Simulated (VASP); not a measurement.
Data:

```xyz
2
Lattice="3.9481 -2.1836 -0.0205 3.9481 2.1836 -0.0205 2.7590 0.0000 3.5699" Properties=species:S:1:pos:R:3 pbc="T T T"
Sb     2.4962     0.0000     0.8267
Sb     8.1589     0.0000     2.7022
```

Calculation: PBE GGA with D3 dispersion (zero damping), VASP's PBE PAW potentials (set 64) (plane waves; VASP). Settings: 520 eV cut-off, Gaussian smearing of 0.050 eV, potentials Sb.

Unless said otherwise, spin-orbit coupling is left out, though it shifts the bands of the heavy elements here.

Question: Give the energies of bands 2 to 8 at the high-symmetry points, in eV from the valence-band maximum.

Answer: 
```csv
band,Γ,T,H2,L,S0,F
2,-4.64,-8.64,-8.73,-9.29,-8.78,-7.67
3,-1.65,-1.04,-4.60,-1.58,-4.90,-5.07
4,-1.54,-1.04,-4.46,-1.39,-2.79,-3.35
5,-1.54,-0.32,-0.41,-0.03,-2.58,-3.35
6,2.39,0.31,0.89,0.04,3.01,1.89
7,2.95,0.31,4.84,0.52,3.44,5.11
8,2.95,1.22,4.89,0.70,4.36,5.62
```

The gap is indirect, 0.04 eV, from the valence maximum at T-H2 at 0.18 to the conduction minimum at L.

The compound is Sb in the a7 structure. It was relaxed first.
